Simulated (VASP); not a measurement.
Input:

```
HfC
1.0
    0.00000     2.36331     2.36331
    2.36331     0.00000     2.36331
    2.36331     2.36331     0.00000
Hf C
1 1
Direct
  0.00000   0.00000   0.00000
  0.50000   0.50000   0.50000
```

These are vdW-DF2, VASP's PBE PAW potentials (set 64) (plane waves; VASP 6.6.1) values and carry that method's errors. Numerical set-up: 520 eV cut-off, 15×15×15 Γ-centred mesh, tetrahedra with Blöchl corrections, potentials Hf_pv C.

Unless said otherwise, spin-orbit coupling is left out, though it shifts the bands of the heavy elements here.

Task: Tabulate the total density of states (states/eV per cell) against energy (eV; zero at the valence-band maximum or, without a gap, the Fermi level).

Result: 
```
E (eV) | DOS (states/eV)
    -9.98 | ########## 1.13
    -9.74 | ########### 1.30
    -9.50 | ################ 1.85
    -9.26 | ############# 1.56
    -9.02 | ##### 0.59
    -8.90 | ### 0.40
    -8.66 |  0.06
    -8.42 |  0.00
    -8.18 |  0.00
    -7.94 |  0.00
    -7.70 |  0.00
    -7.46 |  0.00
    -7.22 |  0.00
    -6.98 |  0.00
    -6.74 |  0.00
    -6.62 |  0.00
    -6.38 |  0.00
    -6.14 |  0.00
    -5.90 |  0.00
    -5.66 |  0.06
    -5.42 | ## 0.18
    -5.18 | ## 0.27
    -4.94 | ### 0.39
    -4.70 | ##### 0.57
    -4.46 | ######## 0.89
    -4.34 | ######## 0.90
    -4.10 | ######## 0.88
    -3.86 | ######## 0.96
    -3.62 | ######### 1.03
    -3.38 | ###### 0.72
    -3.14 | ##### 0.57
    -2.90 | #### 0.51
    -2.66 | ######################### 2.88
    -2.42 | ############################## 3.52
    -2.18 | ########################## 3.03
    -2.06 | #################### 2.34
    -1.82 | ############## 1.66
    -1.58 | ########### 1.29
    -1.34 | ######## 0.97
    -1.10 | ####### 0.78
    -0.86 | ##### 0.63
    -0.62 | #### 0.51
    -0.38 | ### 0.29
    -0.14 | ## 0.20
     0.10 | ## 0.25
     0.22 | ## 0.26
     0.46 | ### 0.29
     0.70 | ### 0.33
     0.94 | ### 0.39
     1.18 | #### 0.45
     1.42 | ##### 0.55
     1.66 | ##### 0.60
     1.90 | ##### 0.62
     2.14 | ###### 0.67
     2.38 | ###### 0.71
     2.50 | ###### 0.75
     2.74 | ####### 0.81
     2.98 | ######## 0.93
     3.22 | ######### 1.01
     3.46 | ####### 0.87
```
Within 2 eV below the Fermi level the largest weight inside VASP's projection spheres is C p, then Hf d.

The compound is HfC in the rock salt structure. It was relaxed first, which changed the volume by +6 %.
